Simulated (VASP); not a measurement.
Method: PBEsol GGA, VASP's PBE PAW potentials (set 64) (plane waves; VASP 6.6.1).

The input files of a VASP run:

### INCAR
```
! general
SYSTEM  = SrTi3
PREC    = Accurate
ENCUT   = 300
LREAL   = .False.
LASPH   = .True.

! electronic loop
EDIFF   = 1E-6
NELM    = 100
ALGO    = Normal
LMAXMIX = 4

! smearing
ISMEAR  = -1
SIGMA   = 0.1

! functional
GGA     = PS

! ions
ISIF    = 2

! output
LWAVE   = .False.
LCHARG  = .False.
```

### POSCAR
```
SrTi3
1.0
  4.6330590000   0.0000000000   0.0000000000
  0.0000000000   4.6330590000   0.0000000000
  0.0000000000   0.0000000000   4.6330590000
Ti Sr
3 1
Direct
  0.0000000000   0.5000000000   0.5000000000
  0.5000000000   0.5000000000   0.0000000000
  0.5000000000   0.0000000000   0.5000000000
  0.0000000000   0.0000000000   0.0000000000
```

KPOINTS:
```
Regular mesh
0
G
7 7 7
0 0 0
```

POTCAR, in this order: Ti_sv Sr_sv (PBE.64 set). Program: vasp_std.

Output of the run:

### OSZICAR
```
       N       E                     dE             d eps       ncg     rms          rms(c)
DAV:   1     0.436952096907E+03    0.43695E+03   -0.18396E+04  1096   0.134E+03
DAV:   2     0.310700974671E+02   -0.40588E+03   -0.40101E+03  1100   0.461E+02
DAV:   3    -0.232923899491E+02   -0.54362E+02   -0.53225E+02  1829   0.138E+02
DAV:   4    -0.294587823970E+02   -0.61664E+01   -0.60833E+01  1533   0.395E+01
DAV:   5    -0.299053802745E+02   -0.44660E+00   -0.43981E+00  1645   0.963E+00    0.402E+01
DAV:   6    -0.240653791531E+02    0.58400E+01   -0.70288E+01  1325   0.483E+01    0.684E+00
DAV:   7    -0.234890410728E+02    0.57634E+00   -0.82151E+00  1346   0.174E+01    0.630E+00
DAV:   8    -0.234547807608E+02    0.34260E-01   -0.84613E-01  1784   0.475E+00    0.272E+00
DAV:   9    -0.234540727431E+02    0.70802E-03   -0.59162E-02  1424   0.135E+00    0.157E+00
DAV:  10    -0.234472101223E+02    0.68626E-02   -0.50713E-02  1546   0.952E-01    0.273E-01
DAV:  11    -0.234471104015E+02    0.99721E-04   -0.52438E-03  1475   0.421E-01    0.117E-01
DAV:  12    -0.234471346369E+02   -0.24235E-04   -0.51919E-04  1722   0.136E-01    0.833E-02
DAV:  13    -0.234471266388E+02    0.79981E-05   -0.11103E-04  1387   0.470E-02    0.165E-02
DAV:  14    -0.234471285733E+02   -0.19345E-05   -0.34660E-05  1349   0.150E-02    0.493E-03
DAV:  15    -0.234471308937E+02   -0.23205E-05   -0.22272E-05   906   0.553E-03    0.208E-03
DAV:  16    -0.234471342324E+02   -0.33386E-05   -0.27286E-05   816   0.308E-03    0.113E-03
DAV:  17    -0.234471380824E+02   -0.38501E-05   -0.33313E-05   768   0.186E-03    0.838E-04
DAV:  18    -0.234471418067E+02   -0.37242E-05   -0.33329E-05   768   0.139E-03    0.530E-04
DAV:  19    -0.234471450291E+02   -0.32224E-05   -0.29944E-05   756   0.107E-03    0.274E-04
DAV:  20    -0.234471474779E+02   -0.24488E-05   -0.23037E-05   693   0.766E-04    0.100E-04
DAV:  21    -0.234471490987E+02   -0.16209E-05   -0.15653E-05   693   0.631E-04    0.139E-04
DAV:  22    -0.234471501813E+02   -0.10826E-05   -0.10668E-05   693   0.411E-04    0.103E-04
DAV:  23    -0.234471506782E+02   -0.49683E-06   -0.49467E-06   684   0.380E-04
   1 F= -.23447151E+02 E0= -.23323597E+02  d E =-.247108E+00
```

OUTCAR:
```
------------------------ aborting loop because EDIFF is reached ----------------------------------------
  FORCE on cell =-STRESS in cart. coord.  units (eV):
  Direction    XX          YY          ZZ          XY          YZ          ZX
  --------------------------------------------------------------------------------------
  Total       -5.1257790     -5.1257790     -5.1257790     -0.0000000     -0.0000000      0.0000000
  in kB      -82.5784964    -82.5784964    -82.5784964     -0.0000000     -0.0000000      0.0000000
  external PRESSURE =     -82.5784964 kB  Pullay stress =       0.0000000 kB
  volume of cell :       99.45
      direct lattice vectors                 reciprocal lattice vectors
     4.633059000  0.000000000  0.000000000     0.215840118  0.000000000  0.000000000
     0.000000000  4.633059000  0.000000000     0.000000000  0.215840118  0.000000000
     0.000000000  0.000000000  4.633059000     0.000000000  0.000000000  0.215840118
 POSITION                                       TOTAL-FORCE (eV/Angst)
 -----------------------------------------------------------------------------------
      0.00000      2.31653      2.31653         0.000000      0.000000      0.000000
      2.31653      2.31653      0.00000         0.000000      0.000000      0.000000
      2.31653      0.00000      2.31653         0.000000      0.000000      0.000000
      0.00000      0.00000      0.00000         0.000000      0.000000      0.000000
 -----------------------------------------------------------------------------------
    total drift:                                0.000000      0.000000      0.000000
  FREE ENERGIE OF THE ION-ELECTRON SYSTEM (eV)
  ---------------------------------------------------
  free  energy   TOTEN  =       -23.4471506782 eV

  energy  without entropy=      -23.2000427640  energy(sigma->0) =      -23.32359672
```
(Selected blocks of OUTCAR.)

File OUTCAR:
```
 val. band max:        4.8438187709   @ k =   0.4286   0.4286   0.0000

 cond. band min:       4.8893248736   @ k =   0.4286   0.1429   0.0000


 Fermi energy:         4.8694145805

 k-point     1 :       0.0000    0.0000    0.0000
  band No.  band energies     occupation
      1     -52.1002      2.00000
      2     -52.0732      2.00000
      3     -52.0732      2.00000
      4     -29.4838      2.00000
      5     -28.5170      2.00000
      6     -28.5170      2.00000
      7     -28.5170      2.00000
      8     -28.4668      2.00000
      9     -28.4668      2.00000
     10     -28.4668      2.00000
     11     -28.3285      2.00000
     12     -28.3285      2.00000
     13     -28.3285      2.00000
     14     -11.6487      2.00000
     15     -11.6487      2.00000
     16     -11.6487      2.00000
     17      -0.0626      2.00000
     18       3.0500      2.00000
     19       3.0500      2.00000
     20       3.4760      2.00000
     21       3.9067      1.99987
     22       3.9067      1.99987
     23       3.9067      1.99987
     24       5.7075      0.00046
     25       5.7075      0.00046
     26       5.7075      0.00046
     27       6.6798      0.00000

 k-point     2 :       0.1429    0.0000    0.0000
  band No.  band energies     occupation
      1     -52.0990      2.00000
      2     -52.0743      2.00000
      3     -52.0731      2.00000
      4     -29.4858      2.00000
      5     -28.5136      2.00000
      6     -28.5136      2.00000
      7     -28.5101      2.00000
      8     -28.4678      2.00000
      9     -28.4678      2.00000
     10     -28.4668      2.00000
     11     -28.3335      2.00000
     12     -28.3308      2.00000
     13     -28.3308      2.00000
     14     -11.6663      2.00000
     15     -11.6497      2.00000
     16     -11.6497      2.00000
     17       0.1218      2.00000
     18       3.0970      2.00000
     19       3.1778      2.00000
     20       3.5371      2.00000
     21       3.9781      1.99973
...
```

At this cut-off the stress carries a Pulay error, which pulls relaxed volumes low.

The structure was generated: SrTi3 was put into an ordered model structure, which need not be its known phase. The cell was not relaxed at this level. The run is one of a series of settings (GGA = PS against the base run), some of them coarse on purpose. VASP warned that the highest band is occupied, so more bands are needed.
